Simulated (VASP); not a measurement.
# Ga2CoO4 with r2SCAN: from relaxation to properties, part 2 of 2

Wanted: the relaxed cell of Ga2CoO4 and its properties. The start is a computed cell from the Materials Project.

VASP 6.6.1; r2SCAN, spin-polarised from a ferromagnetic start; plane waves and PAW (Ga_d, Co, O).

Still holding for the runs below: The magnetic state follows from one typed start and may not be the lowest. The valence top and the conduction bottom belong to opposite spins.

So far, gap on the k-mesh (eV): step 2 (full relaxation (r2SCAN)) 1.52; step 5 (total and projected DOS (r2SCAN)) 1.51; step 6 (electric field gradients (r2SCAN)) 1.52.

### 7. Volume scan with r2SCAN

An equation of state needs energies on both sides of the minimum, all on one mesh and cutoff.

File INCAR:

```
SYSTEM = Ga2CoO4
PREC = Accurate
ENCUT = 520
EDIFF = 1E-06
NELM = 100
ISMEAR = 0
SIGMA = 0.05
LREAL = .FALSE.
ALGO = Normal
METAGGA = R2SCAN
LASPH = .TRUE.
NBANDS = 84
ISPIN = 2
MAGMOM = 0.01 0.01 0.01 0.01 2.653 2.653 0.055 0.055 0.055 0.055 0.055 0.055 0.055 0.055
LMAXMIX = 4
LORBIT = 11
LWAVE = .FALSE.
LCHARG = .FALSE.
KPAR = 8
ISIF = 2
```

File POSCAR:

```
Ga2CoO4
1.0
    0.0000000000      4.0914251353      4.0914251353
    4.0914251353      0.0000000000      4.0914251353
    4.0914251353      4.0914251353      0.0000000000
Ga Co O
4 2 8
Direct
    0.1250000000      0.6250000000      0.6250000000
    0.6250000000      0.6250000000      0.6250000000
    0.6250000000      0.1250000000      0.6250000000
    0.6250000000      0.6250000000      0.1250000000
    0.2500000000      0.2500000000      0.2500000000
    0.0000000000      0.0000000000      0.0000000000
    0.8634774302      0.4095677193      0.8634774302
    0.3865225698      0.3865225698      0.3865225698
    0.8404322807      0.3865225698      0.3865225698
    0.3865225698      0.3865225698      0.8404322807
    0.8634774302      0.8634774302      0.4095677193
    0.4095677193      0.8634774302      0.8634774302
    0.3865225698      0.8404322807      0.3865225698
    0.8634774302      0.8634774302      0.8634774302
```

File KPOINTS:

```
Automatic mesh
0
Gamma
6 6 6
0 0 0
```

The projector-augmented-wave data sets are Ga_d, Co and O (PBE family, release 64).

Launch:

```console
$ mpirun -np 8 vasp_std
```

Wall time 3.5 min (8 MPI ranks of Intel Xeon 6975P-C (Granite Rapids), shared host); peak memory 4.8 GiB.

The scan keeps the cell's shape and the fractional positions fixed.

Numbers from this step:

* SCF cycles: 18
* free energy (TOTEN): -145.5418 eV
* Fermi energy: 6.737 eV
* pressure: 14.58 GPa
* moment of the cell, from the last line of the log: 6.000 μB
* least direct gap on the k-mesh, within one spin: 2.028 eV
* gap on the k-mesh: 1.849 eV

Force by atom:

| atom | x (eV/Å) | y (eV/Å) | z (eV/Å) | size |
| --- | --- | --- | --- | --- |
| Ga1 | 0.000 | 0.000 | 0.000 | 0.000 |
| Ga2 | 0.000 | 0.000 | 0.000 | 0.000 |
| Ga3 | 0.000 | 0.000 | 0.000 | 0.000 |
| Ga4 | 0.000 | 0.000 | 0.000 | 0.000 |
| Co5 | 0.000 | 0.000 | 0.000 | 0.000 |
| Co6 | 0.000 | 0.000 | 0.000 | 0.000 |
| O7 | -0.185 | 0.185 | -0.185 | 0.321 |
| O8 | -0.185 | -0.185 | -0.185 | 0.321 |
| O9 | -0.185 | 0.185 | 0.185 | 0.321 |
| O10 | 0.185 | 0.185 | -0.185 | 0.321 |
| O11 | -0.185 | -0.185 | 0.185 | 0.321 |
| O12 | 0.185 | -0.185 | -0.185 | 0.321 |
| O13 | 0.185 | -0.185 | 0.185 | 0.321 |
| O14 | 0.185 | 0.185 | 0.185 | 0.321 |

The pressure here is 14.58 GPa.

### 8. Volume scan with r2SCAN (run 2)

INCAR is that of step 7.

Changes to POSCAR since step 7:

```diff
@@ -2,5 +2,5 @@
 1.0
-    0.0000000000      4.0914251353      4.0914251353
-    4.0914251353      0.0000000000      4.0914251353
-    4.0914251353      4.0914251353      0.0000000000
+    0.0000000000      4.1202389377      4.1202389377
+    4.1202389377      0.0000000000      4.1202389377
+    4.1202389377      4.1202389377      0.0000000000
 Ga Co O
```

KPOINTS is that of step 7.

Launch:

```console
$ mpirun -np 8 vasp_std
```

Wall time 4.1 min (8 MPI ranks); peak memory 4.9 GiB; 26 min of CPU time.

This step gave:

```
SCF cycles                                        : 19
free energy (TOTEN)                               : -145.7612 eV
Fermi energy                                      : 6.526 eV
pressure                                          : 9.130 GPa
moment of the cell, from the last line of the log : 6 μB
least direct gap on the k-mesh, within one spin   : 2.034 eV
gap on the k-mesh                                 : 1.734 eV
```

Force by atom:

```csv
atom,x (eV/Å),y (eV/Å),z (eV/Å),size
Ga1,0.000,0.000,0.000,0.000
Ga2,0.000,0.000,0.000,0.000
Ga3,0.000,0.000,0.000,0.000
Ga4,0.000,0.000,0.000,0.000
Co5,0.000,0.000,0.000,0.000
Co6,0.000,0.000,0.000,0.000
O7,-0.116,0.116,-0.116,0.201
O8,-0.116,-0.116,-0.116,0.201
O9,-0.116,0.116,0.116,0.201
O10,0.116,0.116,-0.116,0.201
O11,-0.116,-0.116,0.116,0.201
O12,0.116,-0.116,-0.116,0.201
O13,0.116,-0.116,0.116,0.201
O14,0.116,0.116,0.116,0.201
```

The pressure falls from 14.58 to 9.13 GPa.

The run ends at a pressure of 9.13 GPa, with forces up to 0.20 eV/Å.

### 9. Volume scan with r2SCAN (run 3)

INCAR is that of step 8.

Changes to POSCAR since step 8:

```diff
@@ -2,5 +2,5 @@
 1.0
-    0.0000000000      4.1202389377      4.1202389377
-    4.1202389377      0.0000000000      4.1202389377
-    4.1202389377      4.1202389377      0.0000000000
+    0.0000000000      4.1486552766      4.1486552766
+    4.1486552766      0.0000000000      4.1486552766
+    4.1486552766      4.1486552766      0.0000000000
 Ga Co O
```

KPOINTS is that of step 8.

Launch:

```console
$ mpirun -np 8 vasp_std
```

Run time: 4.2 min. Hardware: 8 MPI ranks; peak memory 4.9 GiB; 27 min of CPU time.

The pressure falls from 9.13 to 4.30 GPa.

The run ends at a pressure of 4.30 GPa, with forces up to 0.091 eV/Å.

### 10. Volume scan with r2SCAN (run 4)

INCAR is that of step 9.

Changes to POSCAR since step 9:

```diff
@@ -2,5 +2,5 @@
 1.0
-    0.0000000000      4.1486552766      4.1486552766
-    4.1486552766      0.0000000000      4.1486552766
-    4.1486552766      4.1486552766      0.0000000000
+    0.0000000000      4.1766875815      4.1766875815
+    4.1766875815      0.0000000000      4.1766875815
+    4.1766875815      4.1766875815      0.0000000000
 Ga Co O
```

KPOINTS is that of step 9.

Launch:

```console
$ mpirun -np 8 vasp_std
```

It took 3.5 min on 8 MPI ranks; peak memory 4.9 GiB; 22 min of CPU time.

The pressure falls from 4.30 to -0.03 GPa.

The run ends at a pressure of -0.03 GPa, with forces up to 0.0096 eV/Å.

### 11. Volume scan with r2SCAN (run 5)

INCAR is that of step 10.

Changes to POSCAR since step 10:

```diff
@@ -2,5 +2,5 @@
 1.0
-    0.0000000000      4.1766875815      4.1766875815
-    4.1766875815      0.0000000000      4.1766875815
-    4.1766875815      4.1766875815      0.0000000000
+    0.0000000000      4.2043485703      4.2043485703
+    4.2043485703      0.0000000000      4.2043485703
+    4.2043485703      4.2043485703      0.0000000000
 Ga Co O
```

KPOINTS is that of step 10.

Launch:

```console
$ mpirun -np 8 vasp_std
```

It took 3.6 min on 8 MPI ranks; peak memory 5 GiB; 23 min of CPU time.

The pressure falls from -0.03 to -3.92 GPa.

The run ends at a pressure of -3.92 GPa, with forces up to 0.10 eV/Å.

### 12. Volume scan with r2SCAN (run 6)

INCAR is that of step 11.

Changes to POSCAR since step 11:

```diff
@@ -2,5 +2,5 @@
 1.0
-    0.0000000000      4.2043485703      4.2043485703
-    4.2043485703      0.0000000000      4.2043485703
-    4.2043485703      4.2043485703      0.0000000000
+    0.0000000000      4.2316503000      4.2316503000
+    4.2316503000      0.0000000000      4.2316503000
+    4.2316503000      4.2316503000      0.0000000000
 Ga Co O
```

KPOINTS is that of step 11.

Launch:

```console
$ mpirun -np 8 vasp_std
```

Wall time 3.6 min (8 MPI ranks); peak memory 5 GiB; 23 min of CPU time.

The pressure falls from -3.92 to -7.42 GPa.

The run ends at a pressure of -7.42 GPa, with forces up to 0.19 eV/Å.

### 13. Volume scan with r2SCAN (run 7)

A prediction first. A parabola through the 6 pressures of evenly scaled cells so far, P = -0.05 -206.2 t +482 t² GPa with t = ln(V/V₁) and V₁ the volume at scale 1, gives -10.43 GPa at t = +0.0583.

INCAR is that of step 12.

Changes to POSCAR since step 12:

```diff
@@ -2,5 +2,5 @@
 1.0
-    0.0000000000      4.2316503000      4.2316503000
-    4.2316503000      0.0000000000      4.2316503000
-    4.2316503000      4.2316503000      0.0000000000
+    0.0000000000      4.2586042133      4.2586042133
+    4.2586042133      0.0000000000      4.2586042133
+    4.2586042133      4.2586042133      0.0000000000
 Ga Co O
```

KPOINTS is that of step 12.

Launch:

```console
$ mpirun -np 8 vasp_std
```

It took 3.6 min on 8 MPI ranks; peak memory 5 GiB.

The pressure falls from -7.42 to -10.58 GPa. The parabola predicted -10.43 GPa, +0.15 GPa off.

### 14. Side by side

Times are for 8 MPI ranks of Intel Xeon 6975P-C (Granite Rapids), shared host. The runs compared:

| no. | volume scale | energy above the lowest point (meV/atom) | pressure (GPa) | gap on the k-mesh (eV) | time | memory (GiB) |
| --- | --- | --- | --- | --- | --- | --- |
| 1 | 0.94 | 27.65 | 14.58 | 1.849 | 3.5 min | 4.8 |
| 2 | 0.96 | 11.98 | 9.130 | 1.734 | 4.1 min | 4.9 |
| 3 | 0.98 | 3 | 4.295 | 1.625 | 4.2 min | 4.9 |
| 4 | 1 | 0 | -0.03129 | 1.522 | 3.5 min | 4.9 |
| 5 | 1.02 | 2.37 | -3.922 | 1.424 | 3.6 min | 5.0 |
| 6 | 1.04 | 9.55 | -7.421 | 1.332 | 3.6 min | 5.0 |
| 7 | 1.06 | 21.08 | -10.58 | 1.244 | 3.6 min | 5.0 |

### 15. Fit for r2SCAN

This step: Birch-Murnaghan fit, r2SCAN; plane waves and PAW (VASP 6.6.1).

Derived from the runs above.

This step gave:

```yaml
pressure_derivative_of_the_bulk_modulus: 4.408
r_m_s_error_of_the_fit: 4.23e-6 eV/atom
minimum_inside_the_sampled_range: yes
bulk_modulus: 205.7 GPa
equilibrium_volume_of_the_fit: 10.42 Å³/atom
```

Table of energy above the fitted minimum by volume:

```csv
volume (Å³/atom),energy above the fitted minimum (eV/atom)
9.784,0.0277
9.992,0.0120
10.201,0.00301
10.409,8.1e-6
10.617,0.00238
10.825,0.00955
11.033,0.0211
```

The fitted volume lies +0.08 % from the relaxed one. The atoms bear forces along the scan, since they were held; freeing them would lower the modulus.

### 16. What came out

| Quantity | Value |
| --- | --- |
| relaxed volume | 10.41 Å³/atom |
| relaxed conventional cell a, b, c | 8.353, 8.353, 8.353 Å |
| space group after relaxing, within 0.02 Å | Fd-3m (No. 227) |
| moment of the cell (8×8×8 mesh) | 6 μB |
| largest site moment (8×8×8 mesh) | 2.65 μB on Co5 |
| band gap | 1.51 eV, between opposite spins |
| gap among the points of the DOS mesh alone, an upper bound | 1.51 eV |
| largest field gradient Vzz | -23.13 V/Å² on Ga1 |
| bulk modulus from the fit | 206 GPa |
| volume from the fit | 10.4 Å³/atom |

In words: With r2SCAN, Ga2CoO4 relaxes to 10.41 Å³/atom in space group Fd-3m, has a gap of 1.51 eV between states of opposite spin, keeps moments of up to 2.65 μB (8×8×8 mesh) and has a bulk modulus of 206 GPa at fixed shape and positions, an upper bound. Band structure (r2SCAN), spin up: The path shows an indirect gap of 2.60 eV (valence top between K and Γ, conduction bottom at Γ). The least direct gap is 2.64 eV. Band structure (r2SCAN), spin down: The path shows an indirect gap of 1.79 eV (valence top between Γ and X, conduction bottom at Γ). The least direct gap is 1.94 eV. Semilocal functionals usually underestimate gaps. Spin-orbit coupling is left out; it would split some degenerate bands. Only the typed magnetic starts were tried, so the magnetic ground state may differ and with it the other results. No search among competing phases was made, and a listed structure need not be the one stable at ambient conditions. All values are for a static lattice at zero temperature.

[Lines on the potential files, build, host, timing and source positions are cut from VASP's logs without a mark.]

[Logs are printed without paths, hosts, clocks, repeated set-up lines and the standing remarks that a program may print on its own settings, such as how far it seeks lower states.]

[Hosts, paths, dates, database ids (printed as entryN), source tags and the programs' standing remarks are cut or masked in the printed files.]

[A measured line is paired with the nearest computed mode of its activity, which favours agreement.]
